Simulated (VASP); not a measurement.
Consider the following.

```
CELL_PARAMETERS angstrom
      2.82244     0.00000     0.00000
      0.00000     2.82244     0.00000
      0.00000     0.00000     2.82244
ATOMIC_POSITIONS crystal
  Al 0.50000 0.50000 0.50000
  Co 0.00000 0.00000 0.00000
```

The numbers are results of PBE GGA, VASP's PBE PAW potentials (set 64) (plane waves; VASP), not measurements. Settings: 520 eV cut-off, 13×13×13 Γ-centred mesh, first-order Methfessel-Paxton smearing of 0.10 eV, potentials Al Co.

Predict the energy per atom (σ→0), pressure, band gap (on the k-mesh) with the smallest direct gap where there is one.

```json
{
  "band gap (on the k-mesh)": "none (metal, semimetal or under 0.01 eV)",
  "energy per atom (σ→0)": "-5.988 eV/atom",
  "pressure": "5.88 GPa"
}
```

The absolute energy has meaning only against runs of the same code, potentials and settings.

The compound is CoAl in the CsCl type structure. This cell is one point of a volume scan, at 0.97 of the reference volume. The run is not spin-polarised, so no magnetic state was tried.
